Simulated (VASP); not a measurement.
All values below come from PBEsol GGA, VASP's PBE PAW potentials (set 64) (plane waves; VASP).

A VASP calculation is set up with these files.

File KPOINTS:
```
Automatic mesh
0
Gamma
 11 11 1
0 0 0
```

**INCAR**
```
SYSTEM=Li2Se
PREC=Accurate; ENCUT=400; LREAL=.FALSE.
LASPH=.TRUE.
EDIFF=1E-6; NELM=100; ALGO=Normal
LMAXMIX=4
ISMEAR=0; SIGMA=0.272
GGA=PS
ISIF=2
LWAVE=.FALSE.; LCHARG=.FALSE.
DIPOL=0.5 0.5 0.487
LDIPOL=.TRUE.; IDIPOL=3
```

File POSCAR:
```
Li2Se
1
    4.2735780000     0.0000000000     0.0000000000
   -4.2735780000     4.2735780000     0.0000000000
    0.0000000000     0.0000000000    18.4641000000
Li Se
4 2
Direct
  0.5000000000   0.5000000000   0.5402970000
  0.5000000000   0.0000000000   0.5402970000
  0.5000000000   0.0000000000   0.3791140000
  0.5000000000   0.5000000000   0.3791140000
  0.0000000000   0.0000000000   0.6208860000
  0.0000000000   0.5000000000   0.4597080000
```

POTCAR, in this order: Li_sv Se (PBE.64 set). Program: vasp_std.

What will the output report for the number of irreducible k-points (NKPTS), largest plane-wave count, number of space-group operations, FFT grid (NGX, NGY, NGZ)?

```yaml
number of irreducible k-points (NKPTS): 21
largest_plane_wave_count: 6172
number_of_space_group_operations: 8
FFT grid (NGX, NGY, NGZ): 28 × 40 × 120
```

The cell is a sheet with vacuum, built from a database entry that may be metastable or hypothetical.
